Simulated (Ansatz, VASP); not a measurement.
# Cross-check of Mg (Magnesium) between VASP and Ansatz, part 2 of 2

Aim: how closely do two programs agree when they are given the same cell, functional and k mesh? The cell is taken from a series of runs on this material, whose earlier steps may have relaxed, scaled, displaced or heated it; both programs get it as it stands.

VASP 6.6.1 and Ansatz 0.2.0.

So far: The starting structure; VASP: zone-centre phonons, PBEsol, pair 1; Ansatz: zone-centre phonons, PBEsol, pair 1; Differences.

### Step 5. Ansatz: zone-centre phonons, PBEsol, pair 2

Level of this step: Ansatz beside VASP: Kohn-Sham DFT, plane waves, PBEsol (Ansatz).

Second derivatives magnify differences that forces hide, and they need a tight electronic threshold. The cell compared in this pair holds 43.18 Å³, against 42.28 Å³ for the pair before.

The cell is taken from a series of runs on this material, whose earlier steps may have relaxed, scaled, displaced or heated it; both programs get it as it stands.

Input file input.yaml:

```yaml
crystal:
  lattice:
    - [3.1470712423, 0.0, 0.0]
    - [-1.5735356211, 2.7254436433, 0.0]
    - [0.0, 0.0, 5.034164177]
  atoms:
    - { symbol: Mg, position: [0.3333333333, 0.6666666667, 0.25] }
    - { symbol: Mg, position: [0.6666666667, 0.3333333333, 0.75] }
kpoints:
  mp_grid: { grid: [15, 15, 8] }
hamiltonian:
  xc: pbesol
  pseudopotentials: { kind: paw, azcp: { folder: soft_1 }, xc_functional: pbe }
scf:
  occupations: { method: methfessel_paxton, width: 0.2 }
output:
  eigenvalues: true
phonons:
  method: dfpt
```

On the command line:

```bash
$ ansatz run input.yaml --threads 4 --pin off --max-ram 10240MiB --backend cpu --events-out ev --progress --plain --runs-dir out
```

Numbers of over 12 decimals in the logs are rounded to 6 here.

Log:

```text
[...]
Crystal: 2 atoms, lattice volume = 43.179 Å³
Basis set: ecut = 420 eV, 845 PW (Γ), exchange–correlation on 48×48×72 points (8 copies of the dense FFT grid, shifted against one another)
Bands: 14, of which v1, the nominal top of the filled ones, is band 10 counted from 1 (9 counted from 0)
Symmetry: 24 space group operations
k-points: 320 of 1800 (irreducible under 4 space group operations, time reversal used)
[...]
k-point 1: bands = [... 6 lower, -36.4054, -36.4054, -1.0245, 3.3207, 6.1959, 17.2666, 17.2666, 17.4609]
  k-point 2: bands = [... 6 lower, -36.4061, -36.4061, -0.7451, 2.1728, 7.8187, 15.6744, 17.4704, 17.4704]
  k-point 319: bands = [... 6 lower, -36.4134, -36.4134, 3.5800, 3.5800, 8.5767, 8.5767, 10.1297, 10.1297]
[...]
ASR residual: 1.340e-4 → 0.000e0 eV/Å²; symmetrization residual: 1.875e-10 eV/Å²
  ASR residual per site (eV/Å²): 1.34e-4 1.34e-4
  Γ frequencies (cm⁻¹): 0.00 0.00 0.00 137.25 137.25 274.24
[...]
[key lines of the parts left out:]
SCF converged after 7 iterations
Free energy (F): -3824.095962 eV
Fermi energy:    6.070723 eV
```

### Step 6. VASP: zone-centre phonons, PBEsol, pair 2

The same cell, functional, mesh and smearing now go to VASP, with its own data sets.

Input file INCAR:

```
SYSTEM = Mg
PREC = Accurate
ENCUT = 600
EDIFF = 1E-08
NELM = 120
ISMEAR = 1
SIGMA = 0.2
LREAL = .FALSE.
ALGO = Normal
GGA = PS
NBANDS = 8
LORBIT = 11
LWAVE = .FALSE.
LCHARG = .FALSE.
ISIF = 2
IBRION = 8
LASPH = .TRUE.
GGA_COMPAT = .FALSE.
KPAR = 2
```

Input file POSCAR:

```
Mg
1.0
    3.1470712423      0.0000000000      0.0000000000
   -1.5735356211      2.7254436433      0.0000000000
    0.0000000000      0.0000000000      5.0341641770
Mg
2
Direct
    0.3333333333      0.6666666667      0.2500000000
    0.6666666667      0.3333333333      0.7500000000
```

Input file KPOINTS:

```
Automatic mesh
0
Gamma
15 15 8
0 0 0
```

The projector-augmented-wave data sets are Mg (PBE family, release 64).

On the command line:

```bash
$ mpirun -np 2 vasp_std
```

Log:

```text
[banner, memory and clock lines left out]
running    2 mpi-ranks, on    1 nodes
[...]
[... a notice as in an earlier step ...]

 LDA part: xc-table for (Slater+PW92), standard interpolation
 POSCAR, INCAR and KPOINTS ok, starting setup
[...]
entering main loop
       N       E                     dE             d eps       ncg     rms          rms(c)
DAV:   1    -0.551989777134E+00   -0.55199E+00   -0.15014E+03  2168   0.405E+02
DAV:   2    -0.344390670674E+01   -0.28919E+01   -0.27770E+01  2896   0.243E+01
DAV:   3    -0.345978269832E+01   -0.15876E-01   -0.15860E-01  3016   0.237E+00
DAV:   4    -0.345982384144E+01   -0.41143E-04   -0.41143E-04  3016   0.957E-02
[...]
DAV:   9    -0.343951449581E+01    0.20054E-06   -0.91298E-07  2488   0.471E-03    0.580E-04
DAV:  10    -0.343951439426E+01    0.10154E-06   -0.40170E-09  3160   0.376E-04    0.123E-04
DAV:  11    -0.343951439637E+01   -0.21089E-08   -0.17448E-10  1576   0.113E-04
   1 F= -.34395144E+01 E0= -.34390558E+01  d E =-.137582E-02
[...]
RMM:   8    -0.133258919008E-02   -0.18746E-08   -0.21304E-10 14829   0.237E-06    0.384E-07
 first order change of Fermi-energy   0.26462E-06
 force on displaced ion       1 direction 1 :  -0.848   0.000   0.000
 Linear response progress:
  Degree of freedom:   2/  2
       N       E                     dE             d eps       ncg     rms          rms(c)
RMM:   1    -0.564836497008E-02   -0.56484E-02   -0.39617E-06  6856   0.295E-01
RMM:   2    -0.401217478442E-02    0.16362E-02    0.17760E-04  4748   0.388E-02    0.312E-02
RMM:   3    -0.401486947981E-02   -0.26947E-05    0.13888E-05  4769   0.142E-02    0.140E-02
RMM:   4    -0.405106405362E-02   -0.36195E-04    0.83199E-08  4824   0.767E-03    0.530E-03
RMM:   5    -0.405296052979E-02   -0.18965E-05    0.20747E-07  4815   0.402E-03    0.274E-04
RMM:   6    -0.405341973754E-02   -0.45921E-06    0.37281E-07  4959   0.233E-04    0.153E-04
RMM:   7    -0.405369628703E-02   -0.27655E-06    0.26698E-08  5035   0.102E-04    0.506E-06
RMM:   8    -0.405371990605E-02   -0.23619E-07    0.24705E-08  5153   0.107E-05    0.190E-06
RMM:   9    -0.405371845113E-02    0.14549E-08    0.81851E-09  4818   0.237E-06    0.637E-07
 first order change of Fermi-energy  -0.25305E-05
 force on displaced ion       1 direction 3 :  -0.000   0.000  -3.384
 Linear response finished
```

OUTCAR, selected parts (step 6):

```text
  Total        0.4404872      0.4404872      0.4440310      0.0000000      0.0000000      0.0000000
  in kB       16.3445401     16.3445401     16.4760351      0.0000000      0.0000000      0.0000000
  external PRESSURE =      16.3883718 kB  Pullay stress =       0.0000000 kB

 POSITION                                       TOTAL-FORCE (eV/Angst)
 -----------------------------------------------------------------------------------
     -0.00000      1.81696      1.25854        -0.000000      0.000000      0.000000
      1.57354      0.90848      3.77562         0.000000     -0.000000      0.000000
 -----------------------------------------------------------------------------------
    total drift:                               -0.000000      0.000000     -0.000000

[... 1 part as in an earlier step ...]

[... 1 further part left out ...]
```

### Step 7. Comparison

What differs besides the data sets and the points named for the pairs above, as far as they apply: the data sets hold 20 valence electrons in Ansatz (on its PAW soft_1 files) and 4 in VASP. Total energies have different zeros and are not compared.

The two programs side by side:

```
                  quantity  Ansatz   VASP  difference
optical mode 1 to 2 (cm⁻¹)   137.2  137.8     -0.39 %
     optical mode 3 (cm⁻¹)   274.2  275.2     -0.35 %
```

Modes are paired by rising frequency, not by their patterns, so a pair may set unlike modes beside each other; they are those without the splitting of longitudinal modes.

### Step 8. Results

```
r.m.s. difference of the optical zone-centre modes, each program's sorted by frequency (zone-centre phonons, PBEsol, pair 1) : 0.90 cm⁻¹
r.m.s. difference of the optical zone-centre modes, each program's sorted by frequency (zone-centre phonons, PBEsol, pair 2) : 0.70 cm⁻¹
```

In words: The r.m.s. difference of the optical zone-centre modes, each program's sorted by frequency is 0.90 cm⁻¹ (zone-centre phonons, PBEsol, pair 1). The data sets hold unlike numbers of valence electrons (20 in Ansatz and 4 in VASP), so part of the differences comes from the potentials. How closely two codes agree says nothing of how well the functional describes the real material.

[Lines on the potential files, build, host, timing and source positions are cut from VASP's logs without a mark.]

[Logs are printed without paths, hosts, clocks, repeated set-up lines and the standing remarks that a program may print on its own settings, such as how far it seeks lower states.]

[Hosts, paths, dates, database ids (printed as entryN), source tags and the programs' standing remarks are cut or masked in the printed files.]
